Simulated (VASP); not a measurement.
```
Ag
1.0
    0.00000     2.07058     2.07058
    2.07058     0.00000     2.07058
    2.07058     2.07058     0.00000
Ag
1
Direct
  0.00000   0.00000   0.00000
```

These are PBE GGA, VASP's PBE PAW potentials (set 64) (plane waves; VASP) values and carry that method's errors. Settings: 480 eV cut-off, 14×14×14 Γ-centred mesh, first-order Methfessel-Paxton smearing of 0.10 eV, potentials Ag.

### Question
The ions, cell shape and volume at an external pressure of 2.0 GPa are relaxed. Give the cell that the relaxation ends in.

### Answer

```
Ag
1.0
    0.00000     2.05889     2.05889
    2.05889     0.00000     2.05889
    2.05889     2.05889     0.00000
Ag
1
Direct
  0.00000   0.00000   0.00000
```
Space group Fm-3m (225), at a tolerance of 0.03 Å.

### Question
How do energy and volume change from the first to the last step?

### Answer
The energy (σ→0) changes by +2.2 meV/atom and the volume by -1.7 %, in 3 ionic steps.

The compound is Ag in the fcc structure. This run relaxes it under an external pressure of 2 GPa. Symmetry was kept, so distortions that lower it aren't found.
